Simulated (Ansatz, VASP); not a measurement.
# AlN: VASP beside Ansatz, part 2 of 2

One calculation is typed for both programs; each brings its own data sets. How far apart do they land? The cell is taken from a series of runs on this material, whose earlier steps may have relaxed, scaled, displaced or heated it; both programs get it as it stands.

VASP 6.6.1 and Ansatz 0.2.0.

So far: The starting structure; VASP: zone-centre phonons, LDA.

## Step 3: Ansatz: zone-centre phonons, LDA

Level of this step: Ansatz beside VASP: Kohn-Sham DFT, plane waves, LDA (Ansatz).

Ansatz runs on its default PAW (the set named soft_2) files.

The same cell, functional (in two slightly different forms) and mesh now go to Ansatz.

input.yaml reads:

```yaml
crystal:
  lattice:
    - [0.0, 2.1856908876, 2.1856908876]
    - [2.1856908876, 0.0, 2.1856908876]
    - [2.1856908876, 2.1856908876, 0.0]
  atoms:
    - { symbol: Al, position: [0.0, 0.0, 0.0] }
    - { symbol: "N", position: [0.75, 0.75, 0.75] }
kpoints:
  mp_grid: { grid: [6, 6, 6] }
hamiltonian:
  xc: lda
scf:
  occupations: { method: fixed }
output:
  eigenvalues: true
basis:
  ecutwfc: 260.0
phonons:
  method: dfpt
  dielectric: true
  rigid_motions: translations
```

Launch:

```sh
> ansatz run input.yaml --threads 4 --pin off --max-ram 7168MiB --backend cpu --events-out ev --progress --plain --runs-dir out
```

Numbers of over 12 decimals in the logs are rounded to 6 here.

Log:

```text
Warning: basis.ecutwfc = 260 eV is below the records' recommended 420 eV, and the density's cutoff is lower with it unless basis.ecutrho_ratio is high enough to keep the records' density cutoff: compare with a run at a higher cutoff
Engine: ansatz 0.2.0, aarch64-unknown-linux-gnu
Pseudopotentials: kind: paw
Pseudopotential: Al, paw, valence charge 3, recommended cutoff 420 eV (normal), Al.paw.azcp
Pseudopotential: N, paw, valence charge 5, recommended cutoff 420 eV (normal), N.paw.azcp
Functional definition: SPW92
  exchange = slater_x
  correlation = pw_c
Crystal: 2 atoms, lattice volume = 20.883 Å³
Basis set: ecut = 260 eV, 181 PW (Γ), exchange–correlation on 36×36×36 points (8 copies of the dense FFT grid, shifted against one another)
Bands: 8, of which v1, the nominal top of the filled ones, is band 4 counted from 1 (3 counted from 0)
Symmetry: 24 space group operations
k-points: 46 of 216 (irreducible under 4 space group operations, time reversal used)
Non-local potential: Al, projectors of the file, l = 0: 2, l = 1: 2, l = 2: 1
Non-local potential: N, projectors of the file, l = 0: 2, l = 1: 2, l = 2: 1
PAW form: soft (Blöchl's): semilocal exchange-correlation on the pseudo side does not see the compensation charge
PAW frozen core: Al, regenerated for the run's functional, and the local potential with it (the file was generated under x = pbe(κ = 0.804, μ = 0.219515), c = pbe(β = 0.066725))
PAW frozen core: N, regenerated for the run's functional, and the local potential with it (the file was generated under x = pbe(κ = 0.804, μ = 0.219515), c = pbe(β = 0.066725))
PAW one-centre angular grid: Al, 110 points (default); XC on 64 Gauss nodes
PAW one-centre angular grid: N, 110 points (default); XC on 64 Gauss nodes
Initial density: superposition of atomic densities (neutral atoms: chi_scale 0, normalization atom), corrected by the library's trained network
Initial wavefunctions: pseudopotential atomic-orbital guess
Functional: x = slater, c = lda
SCF iter   1: F=—  HF=-888.916949 eV  |F-HF|=—  |Δ(HF+E_count)|=         —  Δρ=2.75e-2  dr2=9.78e-2  ethr=1.77e-3  ⟨swp⟩=4.4  Hψ=2426  notcnv=0  defer=15
preconditioner: auto → none  [insulator: Δε(μ)=2.862 eV  Ē_g=15.128 eV  n_scr=0 (ndim 8)  ℏωp=23.0 eV  f_vac=0.000  ε∞_Penn≈3.3]
SCF iter   2: F=—  HF=-888.890086 eV  |F-HF|=—  |Δ(HF+E_count)|=   2.69e-2  Δρ=1.10e-2  dr2=1.82e-2  ethr=1.22e-3  ⟨swp⟩=2.7  Hψ=986  notcnv=0  defer=83
SCF iter   3: F=—  HF=-888.885836 eV  |F-HF|=—  |Δ(HF+E_count)|=   4.25e-3  Δρ=5.04e-3  dr2=8.32e-4  ethr=2.27e-4  ⟨swp⟩=2.8  Hψ=605  notcnv=0  defer=73
SCF iter   4: F=—  HF=-888.886041 eV  |F-HF|=—  |Δ(HF+E_count)|=   2.05e-4  Δρ=2.00e-4  dr2=2.84e-6  ethr=1.04e-5  ⟨swp⟩=3.0  Hψ=646  notcnv=0  defer=90
SCF iter   5: F=—  HF=-888.886042 eV  |F-HF|=—  |Δ(HF+E_count)|=   1.80e-6  Δρ=1.46e-5  dr2=1.44e-8  ethr=3.55e-8  ⟨swp⟩=1.0  Hψ=368  notcnv=0  defer=2
SCF iter   6: F=—  HF=-888.886042 eV  |F-HF|=—  |Δ(HF+E_count)|=   3.68e-7  Δρ=5.52e-7  dr2=3.74e-11  ethr=1.25e-12  ⟨swp⟩=4.0  Hψ=1661  notcnv=0
SCF iter   7: F=-888.886042 eV  HF=-888.886042 eV  |F-HF|=0.00e0  |Δ(HF+E_count)|=  9.09e-12  Δρ=6.09e-8  dr2=4.53e-13  ethr=1.00e-12  ⟨swp⟩=3.5  Hψ=1313  notcnv=0
SCF 1 converged in 7 iterations: F = -888.886042 eV  dr2 = 4.53e-13
  greatest PAW one-centre occupation: 0.781 electrons in one spin orbital (limit 2), on the N atom at site 1 (counted from 0), in its partial waves of l = 0
NSCF: frozen V_eff on 2 k-points
DFPT response loops at Γ: preconditioner auto → none (the input reference at scf.mixing.eps_inf says where Resta's filter doesn't serve); β = 0.50; Broyden in place of MSR1
── the response to a field inside a basis, on 6×6×6 k-points: an SCF that follows is theirs, and a resumed run solves both again ──
Bands: 5, of which v1, the nominal top of the filled ones, is band 4 counted from 1 (3 counted from 0)
k-points: 28 of 216 (irreducible under 6 space group operations, time reversal used)
Initial density: handed on by an earlier stage of this run
Initial wavefunctions: pseudopotential atomic-orbital guess (no wavefunctions were taken with the density)
Eigensolver: Dense (28 Hₖ)
SCF iter   1: F=—  HF=-889.740252 eV  |F-HF|=—  |Δ(HF+E_count)|=         —  Δρ=2.19e-2  dr2=3.73e-2  ethr=1.00e-1
preconditioner: auto → none  [insulator: Δε(μ)=3.829 eV  Ē_g=11.324 eV  n_scr=0 (ndim 8)  ℏωp=23.0 eV  f_vac=0.000  ε∞_Penn≈5.1]
SCF iter   2: F=—  HF=-889.729523 eV  |F-HF|=—  |Δ(HF+E_count)|=   1.07e-2  Δρ=8.53e-3  dr2=9.24e-3  ethr=4.67e-4
SCF iter   3: F=—  HF=-889.727554 eV  |F-HF|=—  |Δ(HF+E_count)|=   1.97e-3  Δρ=4.64e-3  dr2=7.87e-4  ethr=1.16e-4
SCF iter   4: F=—  HF=-889.727444 eV  |F-HF|=—  |Δ(HF+E_count)|=   1.10e-4  Δρ=7.39e-4  dr2=1.81e-5  ethr=9.84e-6
SCF iter   5: F=-889.727447 eV  HF=-889.727447 eV  |F-HF|=2.57e-8  |Δ(HF+E_count)|=   3.36e-6  Δρ=5.29e-5  dr2=9.09e-8  ethr=2.26e-7
SCF 1 converged in 5 iterations: F = -889.727447 eV  dr2 = 9.09e-8
DFPT response loops at Γ: mixed as the last ones told, above
WARN: field response: ε∞ stands inside a basis, on 6×6×6 points; the force constants stand on the 6×6×6 k-mesh, whose period is 12.92 times the interband length at k = (0.0000, 0.0000, 0.0000), direct gap 3.987 eV, under 14: take them and everything formed from them as unconverged, and compare with a denser kpoints.mp_grid
SCF converged after 7 iterations
Free energy (F): -888.886042 eV
Harris-Foulkes:  -888.886042 eV  (|F-HF|=0.00e0)
Internal energy: -888.886042 eV  (E = F + TS)
E sigma→0 (E₀):  -888.886042 eV
Fermi energy:    6.772653 eV
--- Per-component energies (eV) ---
  E_band       = 13.191600
  E_kinetic    = 161.282368
  E_local      = -221.546238  (includes V_loc(G=0)·N_el)
  E_nonlocal   = 54.141091
  E_hartree    = 75.686374
  E_xc         = -101.452496
  E_vxc        = -108.718236  (∫ρ·V_xc dr)
  E_paw        = -560.760927  (= ΣΔE_a)
  E_vpaw       = -23.341379  (= ΣTr[D̂ρ^β])
  E_aug_tail   = 0.001250  (compensation charges beyond the density's cutoff)
  E_ewald      = -296.373224
  E_core_change = 0.135761  (= ΣΔE_core)
  E_smearing   = -0.000000  (= −TS)
  E_closure    = -0.000000  (closes the sum)
  Σ components = -888.886042   (vs F -888.886042, Δ=0.00e0)
--- Band table (eV; the first three rows and the last of 46) ---
  k-point 0: bands = ["-8.2426", "6.7727", "6.7727", "6.7727", "10.7597", "19.1726", "19.1726", "19.1726"]
  k-point 1: bands = ["-7.8411", "4.8117", "6.6178", "6.6178", "12.1929", "18.1886", "19.3115", "19.3115"]
  k-point 2: bands = ["-6.8418", "2.0894", "6.3628", "6.3628", "13.5428", "16.9664", "18.2808", "18.2808"]
  k-point 45: bands = ["-5.6541", "2.0178", "3.7222", "5.0357", "13.0984", "16.5811", "18.5400", "19.6451"]
--- Phonons (Γ-DFPT): 2 representative perturbations + reference, on 46 of 216 k-points (Σ response iterations 6) ---
  k mesh reduced under 4 symmetry operations, with k and −k counted as one. Each operation leaves every solved perturbation unchanged. A smaller set is not considered because the run solves the response to a homogeneous field
  ASR residual: 3.291e-5 → 0.000e0 eV/Å²; symmetrization residual: 1.382e-6 eV/Å²
  ASR residual per site (eV/Å²): 5.26e-7 3.29e-5
  Γ frequencies (cm⁻¹): 0.00 0.00 0.00 693.09 693.09 693.09
  ε∞ (high-frequency dielectric tensor):
        4.572017     0.000000    -0.000000
        0.000000     4.572017     0.000000
       -0.000000     0.000000     4.572017
  ε⁰ (static dielectric tensor: ions relaxed, cell fixed):
        7.940519     0.000000    -0.000000
        0.000000     7.940519     0.000000
       -0.000000     0.000000     7.940519
  ε⁰ − ε∞ (ionic part):
        3.368502    -0.000000    -0.000000
       -0.000000     3.368502     0.000000
       -0.000000     0.000000     3.368502
  softest optical mode at Γ: 693.09 cm⁻¹; the repairs (sum rule, projections) moved no ω² at Γ by more than (0.89 cm⁻¹)²
  Born effective charges Z* (e; rows j = field, columns β = displacement):
    site 0:
         2.51635   -0.00000   -0.00000
         0.00000    2.51635    0.00000
        -0.00000    0.00000    2.51635
    site 1:
        -2.51635    0.00000    0.00000
        -0.00000   -2.51635   -0.00000
         0.00000   -0.00000   -2.51635
  Z* charge neutrality: 5.569e-2 e pre-enforcement
  solved inside a basis spanned on kpoints, on 6×6×6 k-points, its susceptibility summed on 10×10×10: ε∞ is read to err by 2.2e-2, Z* by 7.3e-2 e (field_mesh: kpoints solves on kpoints); Z* is corrected for what the basis lacks
  optical modes at Γ without the LO–TO term, one row a degenerate level:
      ω (cm⁻¹)  modes    IR ((D/Å)²/amu)
        693.09      3            47.5308
  optical modes at Γ + LO–TO along q̂ = [1.0000, 0.0000, 0.0000]:
      ω (cm⁻¹)  modes    IR ((D/Å)²/amu)
        693.09      2            31.6872
        913.40      1            15.8436
  optical modes at Γ + LO–TO along q̂ = [0.0000, 1.0000, 0.0000]:
      ω (cm⁻¹)  modes    IR ((D/Å)²/amu)
        693.09      2            31.6872
        913.40      1            15.8436
  optical modes at Γ + LO–TO along q̂ = [0.0000, 0.0000, 1.0000]:
      ω (cm⁻¹)  modes    IR ((D/Å)²/amu)
        693.09      2            31.6872
        913.40      1            15.8436
```

Reading the cycles: dr2 is the Hartree energy of the density residual (eV), the measure of convergence; HF is the Harris–Foulkes estimate of the energy, which meets the free energy F at convergence.

## Step 4: Differences

Known differences besides the potentials themselves: the two LDA forms differ slightly; fixed occupations in Ansatz, narrow Gaussian smearing in VASP; VASP's response is taken on the typed mesh, Ansatz refines its own for the field response alone; the cutoff is 260 eV in Ansatz and 600 eV in VASP; VASP's log shows a relativistic correction to its local exchange, Ansatz's none; Ansatz's log warns that its cutoff lies below the recommended one. Total energies have different zeros and are not compared.

Both answers:

```tsv
quantity	Ansatz	VASP	difference
ε∞ xx	4.57	4.68	-2.39 %
ε∞ yy	4.57	4.68	-2.39 %
ε∞ zz	4.57	4.68	-2.39 %
Born charge of Al1 (mean of the diagonal) (e)	2.52	2.54	-0.03
Born charge of N2 (mean of the diagonal) (e)	-2.52	-2.54	+0.03
optical mode 1 to 3 (cm⁻¹)	693.1	651.3	+6.41 %
```

Modes are paired by rising frequency, not by their patterns, so a pair may set unlike modes beside each other; they are those without the splitting of longitudinal modes.

## Step 5: Summary of results

```yaml
r_m_s_difference_of_the_optical_zone_centre_modes_each_program_s_sorted_by_frequency_zone_centre_phonons_lda: 42 cm⁻¹
difference_in_optical_mode_1_to_3_zone_centre_phonons_lda: +6.4 %
```

What this shows: The r.m.s. difference of the optical zone-centre modes, each program's sorted by frequency is 42 cm⁻¹ (zone-centre phonons, LDA). Among the rows given in per cent, the largest difference of the zone-centre phonons, LDA pair is in optical mode 1 to 3, +6.4 %. Ansatz's own log doubts the convergence of its zone-centre phonons, LDA run, which may account for the difference. How closely two codes agree says nothing of how well the functional describes the real material.

[Lines on the potential files, build, host, timing and source positions are cut from VASP's logs without a mark.]

[Logs are printed without paths, hosts, clocks, repeated set-up lines and the standing remarks that a program may print on its own settings, such as how far it seeks lower states.]

[Hosts, paths, dates, database ids (printed as entryN), source tags and the programs' standing remarks are cut or masked in the printed files.]
